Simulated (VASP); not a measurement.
OSZICAR of a VASP run on BN (wurtzite):

OSZICAR:
```
       N       E                     dE             d eps       ncg     rms          rms(c)
DAV:   1     0.476722976912E+02    0.47672E+02   -0.88291E+03  1016   0.130E+03
DAV:   2    -0.326805960062E+02   -0.80353E+02   -0.74573E+02  1416   0.275E+02
DAV:   3    -0.349965499066E+02   -0.23160E+01   -0.23073E+01  1328   0.471E+01
DAV:   4    -0.350087459292E+02   -0.12196E-01   -0.12187E-01  1268   0.353E+00
DAV:   5    -0.350088728867E+02   -0.12696E-03   -0.12692E-03  1320   0.335E-01    0.985E+00
DAV:   6    -0.332283605735E+02    0.17805E+01   -0.45685E+00  1228   0.180E+01    0.486E+00
DAV:   7    -0.330927046536E+02    0.13566E+00   -0.27498E-01  1212   0.513E+00    0.284E+00
DAV:   8    -0.330762117874E+02    0.16493E-01   -0.68494E-02  1132   0.261E+00    0.225E-01
DAV:   9    -0.330756060607E+02    0.60573E-03   -0.20855E-03  1312   0.492E-01    0.118E-01
DAV:  10    -0.330760592717E+02   -0.45321E-03   -0.64160E-04  1140   0.255E-01    0.277E-02
DAV:  11    -0.330760792671E+02   -0.19995E-04   -0.82595E-05  1288   0.837E-02    0.155E-02
DAV:  12    -0.330760814705E+02   -0.22035E-05   -0.11748E-05  1248   0.349E-02    0.213E-03
DAV:  13    -0.330760817621E+02   -0.29163E-06   -0.34637E-07  1284   0.652E-03    0.615E-04
DAV:  14    -0.330760817625E+02   -0.35493E-09   -0.10006E-08   752   0.111E-03
   1 F= -.33076082E+02 E0= -.33076082E+02  d E =-.330761E+02
       N       E                     dE             d eps       ncg     rms          rms(c)
DAV:   1    -0.330759444915E+02    0.13727E-03   -0.51623E-02  1160   0.219E+00    0.440E-02
DAV:   2    -0.330759986690E+02   -0.54178E-04   -0.69082E-04  1240   0.261E-01    0.272E-02
DAV:   3    -0.330759878197E+02    0.10849E-04   -0.15743E-05  1292   0.450E-02    0.973E-03
DAV:   4    -0.330759876787E+02    0.14100E-06   -0.71202E-06  1280   0.254E-02    0.303E-03
DAV:   5    -0.330759876778E+02    0.88153E-09   -0.73926E-07  1204   0.924E-03
   2 F= -.33075988E+02 E0= -.33075988E+02  d E =0.940847E-04
       N       E                     dE             d eps       ncg     rms          rms(c)
DAV:   1    -0.330761628914E+02   -0.17521E-03   -0.17638E-02  1164   0.128E+00    0.256E-02
DAV:   2    -0.330761812464E+02   -0.18355E-04   -0.23647E-04  1236   0.153E-01    0.160E-02
DAV:   3    -0.330761776259E+02    0.36205E-05   -0.55428E-06  1292   0.267E-02    0.564E-03
DAV:   4    -0.330761776552E+02   -0.29312E-07   -0.24539E-06  1284   0.148E-02    0.177E-03
DAV:   5    -0.330761776490E+02    0.61686E-08   -0.24389E-07  1052   0.530E-03
   3 F= -.33076178E+02 E0= -.33076178E+02  d E =-.958866E-04
```

Question: Which electronic solver shows in the log?

Answer: It is blocked Davidson (ALGO = Normal, or the opening steps of other solvers). The INCAR had ALGO = Normal.

Question: Can the final energy be trusted as converged?

Answer: Self-consistency was reached. It stopped with EDIFF = 1E-7, NELM = 100, NSW = 30 and EDIFFG = -0.01 after 3 ionic steps (RPBE GGA, plane waves, VASP's PBE PAW potentials (set 64)).

The compound is BN in the wurtzite structure, a metastable high-pressure form. This cell is one point of a volume scan, at 0.94 of the reference volume. Symmetry was kept, so distortions that lower it aren't found.
